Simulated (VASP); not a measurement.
An input for Ansatz (written as the equivalent of a VASP run, and not itself run):

Ansatz 0.2 input:
```yaml
crystal:
  lattice:
    - [1.6473000, -2.8532070, 0.0000000]
    - [1.6473000, 2.8532070, 0.0000000]
    - [0.0000000, 0.0000000, 5.2530000]
  atoms:
    - { symbol: Zr, position: [0.3333330, 0.6666670, 0.2500000] }
    - { symbol: Zr, position: [0.6666670, 0.3333330, 0.7500000] }
kpoints:
  mp_grid: { grid: [2, 2, 1], shift: [0.5, 0.5, 0.0] }
hamiltonian:
  xc: pbe
  pseudopotentials: { kind: paw }
scf:
  occupations: { method: methfessel_paxton, width: 0.1 }
  max_iter: 100
output: { forces: true, stress: true, eigenvalues: true }
```

Task: Translate this input to VASP (INCAR, KPOINTS, POSCAR, choice of POTCAR).

Result: Several could match; the one computed here: 
File KPOINTS:
```
Automatic mesh
0
Monkhorst-Pack
2 2 1
0 0 0
```

POSCAR:
```
Zr
3.29460
  0.5000000000  -0.8660253142   0.0000000000
  0.5000000000   0.8660253142   0.0000000000
  0.0000000000   0.0000000000   1.5944272446
Zr
2
Cart
  0.5000000000   0.2886756821   0.3986068111
  0.5000000000  -0.2886756821   1.1958204334
```

INCAR:
```
SYSTEM = Zr
PREC = Accurate
ENCUT = 400
EDIFF = 1E-6
NELM = 100
ALGO = Normal
LREAL = .FALSE.
LASPH = .TRUE.
ISMEAR = 1
SIGMA = 0.1
GGA = PE
LMAXMIX = 4
LWAVE = .FALSE.
LCHARG = .FALSE.
ISIF = 2
```

POTCAR, in this order: Zr_sv (PBE.64 set). Program: vasp_std.

The two are equivalent in intent, not identical: each code has its own PAW files, so the cut-off isn't converted (ENCUT is set for VASP's; basis.ecutwfc is left out, and Ansatz then takes the one that its files recommend); Ansatz stops its SCF on the density residual and VASP on the energy change (EDIFF); an even Monkhorst-Pack mesh in KPOINTS is shifted by half a step.

The compound is Zr in the hcp structure. The cell was not relaxed at this level. The k-mesh is coarse (spacing up to 1.20 per Å, 2π included), so the numbers may not be converged in it. The run is one of a series of settings (KPOINTS 2×2×1 Monkhorst-Pack mesh against the base run), some of them coarse on purpose.
